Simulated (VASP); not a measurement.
Level of theory: AM05 GGA, VASP's PBE PAW potentials (set 64) (plane waves; VASP).

The input files of a VASP run:

**KPOINTS**
```
Automatic mesh
0
Gamma
10 10 10
0 0 0
```

**INCAR**
```
# general
SYSTEM  = NiSi2
PREC    = Accurate
ENCUT   = 520
LREAL   = .FALSE.
LASPH   = .TRUE.

# electronic loop
EDIFF   = 1E-7
NELM    = 100
ALGO    = Normal
LMAXMIX = 4

# smearing
ISMEAR  = 1
SIGMA   = 0.1

# functional
GGA     = AM

# ions
ISIF    = 2

# output
LWAVE   = .FALSE.
LCHARG  = .FALSE.
```

File POSCAR:
```
NiSi2
1
    0.0000000000     2.7198973121     2.7198973121
    2.7198973121     0.0000000000     2.7198973121
    2.7198973121     2.7198973121     0.0000000000
Si Ni
2 1
Direct
  0.2500000000   0.2500000000   0.2500000000
  0.7500000000   0.7500000000   0.7500000000
  0.0000000000   0.0000000000   0.0000000000
```

POTCAR, in this order: Si Ni (PBE.64 set). Program: vasp_std.

The run wrote:

File OSZICAR:
```
       N       E                     dE             d eps       ncg     rms          rms(c)
DAV:   1     0.690719203408E+02    0.69072E+02   -0.79830E+03  1222   0.141E+03
DAV:   2    -0.164604694072E+02   -0.85532E+02   -0.80413E+02  1232   0.249E+02
DAV:   3    -0.205961606153E+02   -0.41357E+01   -0.39537E+01  1605   0.606E+01
DAV:   4    -0.206844798579E+02   -0.88319E-01   -0.88188E-01  1395   0.832E+00
DAV:   5    -0.206868181815E+02   -0.23383E-02   -0.23380E-02  1647   0.141E+00    0.169E+01
DAV:   6    -0.257228305278E+02   -0.50360E+01   -0.58196E+01  1307   0.189E+02    0.260E+01
DAV:   7    -0.186518141618E+02    0.70710E+01   -0.16835E+01  1467   0.117E+02    0.434E+00
DAV:   8    -0.185488591974E+02    0.10295E+00   -0.24091E+00  1745   0.268E+01    0.262E+00
DAV:   9    -0.185035593757E+02    0.45300E-01   -0.29627E-01  1530   0.106E+01    0.631E-01
DAV:  10    -0.185019089283E+02    0.16504E-02   -0.10279E-02  1700   0.208E+00    0.302E-01
DAV:  11    -0.185021047480E+02   -0.19582E-03   -0.13634E-03  1493   0.342E-01    0.430E-02
DAV:  12    -0.185021568347E+02   -0.52087E-04   -0.54166E-05  1544   0.102E-01    0.232E-02
DAV:  13    -0.185021665419E+02   -0.97072E-05   -0.38355E-05  1397   0.109E-01    0.107E-02
DAV:  14    -0.185021669962E+02   -0.45432E-06   -0.23072E-06  1631   0.136E-02    0.526E-03
DAV:  15    -0.185021668299E+02    0.16629E-06   -0.71579E-07  1626   0.203E-02    0.748E-04
DAV:  16    -0.185021668909E+02   -0.60927E-07   -0.71711E-08   886   0.282E-03
   1 F= -.18502167E+02 E0= -.18501840E+02  d E =-.981343E-03
```

OUTCAR:
```
------------------------ aborting loop because EDIFF is reached ----------------------------------------
  FORCE on cell =-STRESS in cart. coord.  units (eV):
  Direction    XX          YY          ZZ          XY          YZ          ZX
  --------------------------------------------------------------------------------------
  Total       -1.2852988     -1.2852988     -1.2852988      0.0000000      0.0000000     -0.0000000
  in kB      -51.1713854    -51.1713854    -51.1713854      0.0000000      0.0000000     -0.0000000
  external PRESSURE =     -51.1713854 kB  Pullay stress =       0.0000000 kB
  volume of cell :       40.24
      direct lattice vectors                 reciprocal lattice vectors
     0.000000000  2.719897312  2.719897312    -0.183830470  0.183830470  0.183830470
     2.719897312  0.000000000  2.719897312     0.183830470 -0.183830470  0.183830470
     2.719897312  2.719897312  0.000000000     0.183830470  0.183830470 -0.183830470
 POSITION                                       TOTAL-FORCE (eV/Angst)
 -----------------------------------------------------------------------------------
      1.35995      1.35995      1.35995         0.000000      0.000000     -0.000000
      4.07985      4.07985      4.07985        -0.000000     -0.000000      0.000000
      0.00000      0.00000      0.00000        -0.000000     -0.000000     -0.000000
 -----------------------------------------------------------------------------------
    total drift:                                0.000000     -0.000000     -0.000000
  FREE ENERGIE OF THE ION-ELECTRON SYSTEM (eV)
  ---------------------------------------------------
  free  energy   TOTEN  =       -18.5021668909 eV

  energy  without entropy=      -18.5011855481  energy(sigma->0) =      -18.50183978
```
(Selected blocks of OUTCAR.)

The compound is NiSi2 in the fluorite structure. This cell is one point of a volume scan, at 1.03 of the reference volume. The run is not spin-polarised, so no magnetic state was tried.
